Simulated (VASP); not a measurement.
# GaB (P4/mmm) in VASP: further runs, part 2 of 2

VASP 6.6.1. The steps go on from the part before.

## 3. Relaxation of cell and atoms, PBEsol+D4

Contents of INCAR:

```
PREC     = Accurate       # precision mode
ENCUT    = 600            # plane-wave cutoff, eV
EDIFF    = 1E-6           # SCF threshold, eV
ISMEAR   = -1             # smearing method
SIGMA    = 0.05           # smearing width, eV
LREAL    = False          # projectors in reciprocal space
LASPH    = True           # aspherical terms in the spheres
NELM     = 100            # most SCF steps
ALGO     = Fast           # electronic algorithm
ISIF     = 3              # what is computed and relaxed
LWAVE    = False          # write WAVECAR
LCHARG   = False          # write CHGCAR
GGA      = PS             # functional
IVDW     = 13             # dispersion correction
IBRION   = 2              # ionic algorithm
NSW      = 40             # ionic steps
EDIFFG   = -0.02          # ionic threshold
```

Contents of KPOINTS:

```
Automatic mesh
0
Gamma
  10 10 8
```

Contents of POSCAR:

```
GaB
1.0
    2.7182400000      0.0000000000      0.0000000000
    0.0000000000      2.7182400000      0.0000000000
    0.0000000000      0.0000000000      3.2362100000
Ga B
1 1
Direct
    0.5000000000      0.5000000000      0.5000000000
    0.0000000000      0.0000000000      0.0000000000
```

Potentials or basis: VASP PAW PBE potentials, release 64 (Ga_d, B).

Started as:

```sh
> cat potpaw_PBE.64/Ga_d/POTCAR potpaw_PBE.64/B/POTCAR > POTCAR
> mpirun -np 1 vasp_std > vasp.out
```

OUTCAR:

```text
PREC = Accurate
   ENCUT = 600
   EDIFF = 1E-6
   ISMEAR = -1
   LREAL = False
   LASPH = True
   NELM = 100
   ISIF = 3
   GGA = PS
   IVDW = 13
   IBRION = 2
   NSW = 40
   EDIFFG = -0.02

 ion  position               nearest neighbor table
   1  0.500  0.500  0.500-   2 2.51   2 2.51   2 2.51   2 2.51   2 2.51   2 2.51   2 2.51   2 2.51

   2  0.000  0.000  0.000-   1 2.51   1 2.51   1 2.51   1 2.51   1 2.51   1 2.51   1 2.51   1 2.51

  LATTYP: Found a simple tetragonal cell.
 ALAT       =     2.7182400000
 C/A-ratio  =     1.1905534463

  Lattice vectors:

 A1 = (   2.7182400000,   0.0000000000,   0.0000000000)
 A2 = (   0.0000000000,   2.7182400000,   0.0000000000)
 A3 = (   0.0000000000,   0.0000000000,   3.2362100000)

Analysis of symmetry for initial positions (statically):
=====================================================================
 Subroutine PRICEL returns:
[... 461 lines left out ...]
  free energy    TOTEN  =        -8.01957501 eV

  energy without entropy =       -8.01403034  energy(sigma->0) =       -8.01680268

 E-fermi :   7.5591     XC(G=0): -12.3485

 val. band max:        7.5566658940   @ k =   0.5000   0.4000   0.5000
 cond. band min:       7.6916479520   @ k =   0.4000   0.2000   0.1250
 fundamental gap:      0.1349820580
 Fermi energy:         7.5590520983

 k-point     1 :       0.0000    0.0000    0.0000
  band No.  band energies     occupation
      1      -7.8580      2.00000
      2      -7.6683      2.00000
      3      -7.2755      2.00000
      4      -7.2755      2.00000
      5      -7.2152      2.00000
      6      -6.4501      2.00000
      7       5.4379      2.00000
      8       9.4853      0.00000
      9      10.5509      0.00000
     10      10.5509      0.00000
     11      17.4963      0.00000
     12      17.5523      0.00000
[... 331 lines left out ...]
 k-point    24 :       0.2000    0.0000    0.1250
  band No.  band energies     occupation
      1      -7.7736      2.00000
      2      -7.5560      2.00000
      3      -7.3997      2.00000
      4      -7.2847      2.00000
      5      -7.2734      2.00000
      6      -5.3988      2.00000
      7       4.6605      2.00000
      8       6.5406      2.00000
      9      11.3955      0.00000
     10      11.8547      0.00000
     11      16.6470      0.00000
     12      18.3634      0.00000

 [... further k-points ...]

------------------------ aborting loop because EDIFF is reached ----------------------------------------

  DFT-D4 for vdW energy calculation

  Edisp (eV):   -0.50124
[... 25 lines left out ...]
  FREE ENERGIE OF THE ION-ELECTRON SYSTEM (eV)
  ---------------------------------------------------
  free  energy   TOTEN  =        -8.5208134504 eV

  energy  without entropy=       -8.5152687822  energy(sigma->0) =       -8.51804112

 reached required accuracy - stopping structural energy minimisation
```

OSZICAR:

```text
N       E                     dE             d eps       ncg     rms          rms(c)
DAV:   1     0.582702239808E+02    0.58270E+02   -0.90710E+03  2536   0.257E+03
DAV:   2    -0.496933713652E+01   -0.63240E+02   -0.60688E+02  2648   0.324E+02
[... 62 lines left out ...]
   7 F= -.85207989E+01 E0= -.85179647E+01  d E =-.183484E-02
       N       E                     dE             d eps       ncg     rms          rms(c)
DAV:   1    -0.801974618399E+01   -0.31041E-03   -0.27856E-03  2996   0.658E-01    0.785E-02
RMM:   2    -0.801962612876E+01    0.12006E-03   -0.10289E-04  2771   0.128E-01    0.454E-02
RMM:   3    -0.801957530374E+01    0.50825E-04   -0.67329E-05  2769   0.825E-02    0.713E-03
RMM:   4    -0.801957492960E+01    0.37414E-06   -0.10122E-05  2669   0.388E-02    0.180E-03
RMM:   5    -0.801957501072E+01   -0.81113E-07   -0.15425E-06  1708   0.163E-02
   8 F= -.85208135E+01 E0= -.85180411E+01  d E =-.184942E-02
```

CONTCAR:

```text
GaB
   1.00000000000000
     2.6389906231835960    0.0000000000000000    0.0000000000000000
     0.0000000000000000    2.6389906231835960   -0.0000000000000000
    -0.0000000000000000   -0.0000000000000000    3.2005478055183261
  Ga              B
     1     1
Direct
     0.5000000000000000    0.5000000000000000    0.5000000000000000
     0.0000000000000000    0.0000000000000000    0.0000000000000000

  0.00000000E+00  0.00000000E+00  0.00000000E+00
  0.00000000E+00  0.00000000E+00  0.00000000E+00
```

Wall time 2.9 min (1 thread of AMD EPYC 7R43 (Zen 3), shared host); peak memory 0.14 GiB.

What came out:

| Property | Result |
| --- | --- |
| Free energy | -8.5208 eV |
| Relaxed volume | 11.14 Å³/atom |
| Relaxed cell | a = 2.639 Å, b = 2.639 Å, c = 3.201 Å, α = 90.00°, β = 90.00°, γ = 90.00° |
| Space group after relaxing (to 0.05 Å) | P4/mmm (No. 123) |
| Energy gained by relaxing | 19.6 meV/atom |
| Ionic steps | 8 |
| Pressure after relaxing | -0.2 GPa |
| Band gap on the k mesh | none (metal or under the smearing width) |
| Dispersion energy per atom | -0.251 eV |

Step by step:
```csv
step,energy change (eV),largest force (eV/Å),pressure (GPa),volume (Å³)
1,0.0000,0.0000,-7.13,23.91
2,-0.0363,0.0000,1.33,22.12
3,-0.0373,0.0000,0.06,22.35
4,-0.0373,0.0000,-0.16,22.38
5,-0.0383,0.0000,-0.30,22.35
6,-0.0391,0.0000,-0.12,22.27
7,-0.0392,0.0000,-0.20,22.28
8,-0.0392,0.0000,-0.18,22.29
```

Final structure:
```
Ga B
1.0
     2.63899    0.00000    0.00000
     0.00000    2.63899    0.00000
     0.00000    0.00000    3.20055
Ga B
1 1
Cartesian
  1.3195 1.3195 1.6003
  0.0000 0.0000 0.0000
```

Caveat: the PAW data sets were made with another functional, which shifts forces and pressure a little; pairwise dispersion overbinds metals, which lowers pressure and volume.

## 4. Relaxation of cell and atoms, PBEsol+rVV10

INCAR: that of step 3 with these lines changed.

```diff
@@ -13,3 +13,6 @@
 GGA      = PS             # functional
-IVDW     = 13             # dispersion correction
+LUSE_VDW = True         
+IVDW_NL  = 2            
+BPARAM   = 20.0         
+CPARAM   = 0.0093       
 IBRION   = 2              # ionic algorithm
```

KPOINTS is that of step 3.

POSCAR is that of step 3.

Started as:

```sh
> cat potpaw_PBE.64/Ga_d/POTCAR potpaw_PBE.64/B/POTCAR > POTCAR
> mpirun -np 1 vasp_std > vasp.out
```

Wall time 3 min (1 thread of AMD EPYC 7R43 (Zen 3), shared host); peak memory 0.2 GiB.

It converged, with:

| Quantity | Value |
| --- | --- |
| Free energy | -7.8500 eV |
| Relaxed volume | 11.42 Å³/atom |
| Relaxed cell | a = 2.668 Å, b = 2.668 Å, c = 3.209 Å, α = 90.00°, β = 90.00°, γ = 90.00° |
| Space group after relaxing (to 0.05 Å) | P4/mmm (No. 123) |
| Energy gained by relaxing | 7.8 meV/atom |
| Ionic steps | 6 |
| Pressure after relaxing | -0.1 GPa |
| Band gap on the k mesh | none (metal or under the smearing width) |

Stress tensor (GPa, compression positive):
```
-0.22  0.00  0.00
 0.00 -0.22  0.00
 0.00  0.00  0.19
```

Step by step:
```csv
step,energy change (eV),largest force (eV/Å),pressure (GPa),volume (Å³)
1,0.0000,0.0000,-4.53,23.91
2,-0.0145,0.0000,0.80,22.76
3,-0.0148,0.0000,-0.07,22.91
4,-0.0148,0.0000,0.10,22.89
5,-0.0152,0.0000,0.11,22.87
6,-0.0156,0.0000,-0.08,22.85
```

Final structure:
```xyz
2
Lattice="2.6683 0.0000 0.0000 0.0000 2.6683 0.0000 0.0000 0.0000 3.2087" Properties=species:S:1:pos:R:3 pbc="T T T"
Ga    1.3342    1.3342    1.6043
B     0.0000    0.0000    0.0000
```

Levels at points of the mesh, in eV from the Fermi level:
| k point | band 6 | band 7 | band 8 | band 9 | band 10 | band 11 |
| --- | --- | --- | --- | --- | --- | --- |
| (0.00, 0.00, 0.00) | -13.77 | -1.92 | 1.98 | 2.88 | 2.88 | 9.62 |
| (0.50, 0.00, 0.00) | -8.85 | -8.47 | 1.91 | 5.39 | 5.56 | 5.64 |
| (0.50, 0.50, 0.00) | -4.67 | -4.67 | -3.35 | -1.82 | 3.36 | 7.77 |
| (0.00, 0.00, 0.50) | -10.31 | -10.17 | 4.58 | 4.58 | 8.46 | 9.96 |
| (0.50, 0.00, 0.50) | -5.76 | -5.62 | -5.03 | -4.29 | 5.78 | 10.62 |
| (0.50, 0.50, 0.50) | -1.74 | -1.40 | -1.40 | -0.40 | 0.02 | 0.02 |

Caveat: the PAW data sets were made with another functional, which shifts forces and pressure a little; pairwise dispersion overbinds metals, which lowers pressure and volume.

## 5. Summary

| level | gap on the mesh (eV) | pressure (GPa) | relaxed volume (Å³/atom) |
| --- | --- | --- | --- |
| PBEsol+D3(BJ) | none | -0.1 | 11.10 |
| PBEsol+D4 | none | -0.2 | 11.14 |
| PBEsol+rVV10 | none | -0.1 | 11.42 |

Alike in all rows: task relaxation of cell and atoms; potentials or basis VASP PAW PBE potentials, release 64 (Ga_d, B); no spin polarisation; cell relaxed; k mesh 10 × 10 × 8; cutoff (eV) 600; smearing fermi-dirac 0.05 eV.

Caveats: the PAW data sets were made with another functional, which shifts forces and pressure a little; pairwise dispersion overbinds metals, which lowers pressure and volume.

Absolute energies hang on the potentials; compare differences alone.
